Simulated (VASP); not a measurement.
Level of theory: optB86b-vdW, VASP's PBE PAW potentials (set 64) (plane waves; VASP 6.6.1).

The input files of a VASP run:

INCAR:
```
NEDOS=601   ! DOS grid
LCHARG=.TRUE.
PARAM2=1.0
PREC=Accurate
LORBIT=11   ! lm-projected
LASPH=.TRUE.
AGGAC=0.0
EDIFF=1E-7   ! SCF stop (eV)
PARAM1=0.1234
ENCUT=520   ! plane-wave cut-off (eV)
ALGO=Normal   ! blocked Davidson
LUSE_VDW=.TRUE.
LREAL=.FALSE.   ! projection in real space or not
SYSTEM=Mg
LWAVE=.FALSE.
NELM=100
GGA=MK
ISMEAR=-5
ISIF=2   ! forces and stress, cell fixed
```

File KPOINTS:
```
Automatic
0
gamma
 15 15 8
```

File POSCAR:
```
Mg
1
    1.5984604282    -2.7686151238     0.0000000000
    1.5984604282     2.7686151238     0.0000000000
    0.0000000000     0.0000000000     5.0971342073
Mg
2
Direct
  0.3333330000   0.6666670000   0.2500000000
  0.6666670000   0.3333330000   0.7500000000
```

POTCAR, in this order: Mg (PBE.64 set). Program: vasp_std.

### Question
What will the output report for the number of irreducible k-points (NKPTS), largest plane-wave count, number of space-group operations, FFT grid (NGX, NGY, NGZ)?

### Answer

| Property | Result |
|---|---|
| number of irreducible k-points (NKPTS) | 135 |
| largest plane-wave count | 1242 |
| number of space-group operations | 24 |
| FFT grid (NGX, NGY, NGZ) | 24 × 24 × 40 |

The compound is Mg in the hcp structure. It was relaxed first.
